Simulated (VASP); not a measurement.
Input:

```
CELL_PARAMETERS angstrom
      1.27317    -2.20520     0.00955
      1.27317     2.20520     0.00955
      0.03159     0.00000     4.21165
ATOMIC_POSITIONS crystal
  B  0.66667 0.33333 0.50022
  B  0.33333 0.66667 0.00022
  N  0.66667 0.33333 0.87478
  N  0.33333 0.66667 0.37478
```

Method: r2SCAN meta-GGA, VASP's PBE PAW potentials (set 64) (plane waves; VASP). Run with 600 eV cut-off, 10×10×6 Γ-centred mesh, Gaussian smearing of 0.050 eV, potentials B N.

Give the stress tensor in GPa (positive for a compressed cell).

```
 0.12   0.00  -5.26
 0.00   0.12   0.00
-5.26   0.00   0.15
```
The pressure is its mean diagonal, 0.13 GPa.

The compound is BN in the wurtzite structure, a metastable high-pressure form. This cell was strained or had an atom moved on purpose.
